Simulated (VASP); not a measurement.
An input for Ansatz (written as the equivalent of a VASP run, and not itself run):

Ansatz 0.2 input:
```yaml
crystal:
  lattice:
    - [2.8583348, 0.0000000, 0.0000000]
    - [0.0000000, 2.8583348, 0.0000000]
    - [0.0000000, 0.0000000, 2.8583348]
  atoms:
    - { symbol: Ti, position: [0.0000000, 0.0000000, 0.0000000] }
    - { symbol: Co, position: [0.5000000, 0.5000000, 0.5000000] }
kpoints:
  mp_grid: { grid: [13, 13, 13] }
hamiltonian:
  xc: lda
  pseudopotentials: { kind: paw }
scf:
  occupations: { method: methfessel_paxton, width: 0.1 }
  max_iter: 100
relax:
  max_steps: 40
  f_tol: 0.02
  cell: { p_target: 20 }
output: { forces: true, stress: true, eigenvalues: true }
```

Question: Translate this input to VASP (INCAR, KPOINTS, POSCAR, choice of POTCAR).

Answer: One answer among several that fit: 
KPOINTS:
```
kpoints
0
Gamma
  13 13 13
0 0 0
```

POSCAR:
```
TiCo
1.0
  2.8583347769   0.0000000000   0.0000000000
  0.0000000000   2.8583347769   0.0000000000
  0.0000000000   0.0000000000   2.8583347769
Ti Co
1 1
Cart
  0.0000000000   0.0000000000   0.0000000000
  1.4291673885   1.4291673885   1.4291673885
```

### INCAR
```
ALGO = Normal
EDIFF = 1E-6
EDIFFG = -0.02
ENCUT = 500
IBRION = 2
ISIF = 3
ISMEAR = 1
LASPH = .TRUE.
LCHARG = .FALSE.
LMAXMIX = 4
LREAL = .FALSE.
LWAVE = .FALSE.
NELM = 100
NSW = 40
PREC = Accurate
PSTRESS = 200
SIGMA = 0.1
SYSTEM = TiCo
```

POTCAR, in this order: Ti_sv Co (LDA.64 set). Program: vasp_std.

What does not carry over: each code has its own PAW files, so the cut-off isn't converted (ENCUT is set for VASP's; basis.ecutwfc is left out, and Ansatz then takes the one that its files recommend); Ansatz stops its SCF on the density residual and VASP on the energy change (EDIFF); Ansatz's lda is the Perdew-Wang form, while the LDA potentials of VASP carry Perdew-Zunger's.

The compound is TiCo in the CsCl type structure. This run relaxes it under an external pressure of 20 GPa. Symmetry was kept, so distortions that lower it aren't found.
